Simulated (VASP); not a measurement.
Consider the following.

```yaml
crystal:
  lattice:
    - [0.00000, 2.92281, 2.92281]
    - [2.92281, 0.00000, 2.92281]
    - [2.92281, 2.92281, 0.00000]
  atoms:
    - { symbol: Pb, position: [0.00000, 0.00000, 0.00000] }
    - { symbol: S, position: [0.50000, 0.50000, 0.50000] }
```

Method: PBE GGA with D3 dispersion (zero damping), VASP's PBE PAW potentials (set 64) (plane waves; VASP). Settings: 520 eV cut-off, 8×8×8 Γ-centred mesh, Gaussian smearing of 0.050 eV, potentials Pb_d S.

### Question
Give the stress tensor in GPa (positive for a compressed cell).

### Answer

```
3.81  0.00  0.00
0.00  3.81  0.00
0.00  0.00  3.81
```
The pressure is its mean diagonal, 3.81 GPa.

The compound is PbS in the rock salt structure. This cell is one point of a volume scan, at 0.94 of the reference volume.
